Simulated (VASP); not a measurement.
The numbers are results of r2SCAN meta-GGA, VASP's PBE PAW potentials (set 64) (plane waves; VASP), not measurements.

VASP input:

**INCAR**
```
SYSTEM = WS2 monolayer
PREC = Normal
ENCUT = 400
EDIFF = 1E-5
NELM = 100
ALGO = Normal
LREAL = .FALSE.
LASPH = .TRUE.
ISMEAR = 0
SIGMA = 0.05
METAGGA = R2SCAN
LMIXTAU = .TRUE.
LMAXMIX = 6
LWAVE = .TRUE.
LCHARG = .FALSE.
NELMIN = 4
IBRION = 2
ISIF = 4
NSW = 50
EDIFFG = -0.03
```

File POSCAR:
```
WS2 monolayer
1
    3.1813153597     0.0000000000     0.0000000000
   -1.5906576799     2.7550998964     0.0000000000
    0.0000000000     0.0000000000    20.2680335017
W S
1 2
Direct
  0.6666670000   0.3333330000   0.5000000000
  0.3333330000   0.6666670000   0.5823310000
  0.3333330000   0.6666670000   0.4176690000
```

File KPOINTS:
```
Automatic mesh
0
Gamma
12 12 1
0 0 0
```

POTCAR, in this order: W_sv S (PBE.64 set). Program: vasp_std.

### Question
What will the output report for the number of irreducible k-points (NKPTS), largest plane-wave count, number of space-group operations, FFT grid (NGX, NGY, NGZ)?

### Answer

number of irreducible k-points (NKPTS): 19
largest plane-wave count: 3249
number of space-group operations: 12
FFT grid (NGX, NGY, NGZ): 16 × 16 × 100

The cell is a sheet with vacuum, built from WS2 (2H layered).
